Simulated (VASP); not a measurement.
Here is the system:

```
PtS2
1.0
    1.79344    -3.10633     0.00000
    1.79344     3.10633     0.00000
    0.00000     0.00000     4.86842
Pt S
1 2
Cartesian
  0.00000   0.00000   0.00000
  1.79344   1.03545   1.22096
  1.79344  -1.03545   3.64746
```

Calculation: rev-vdW-DF2, VASP's PBE PAW potentials (set 64) (plane waves; VASP). Run with 520 eV cut-off, Gaussian smearing of 0.050 eV, potentials Pt S.

Unless said otherwise, spin-orbit coupling is left out, though it shifts the bands of the heavy elements here.

**Question.** Predict the band gap (along the path) with the smallest direct gap where there is one.

**Answer.** 
```
Quantity                               Result
------------------------------------  -------
band gap (along the path)             0.29 eV
smallest direct gap (along the path)  1.11 eV
```

The absolute energy has meaning only against runs of the same code, potentials and settings.

The compound is PtS2 in the 1T layered structure. It was relaxed first.
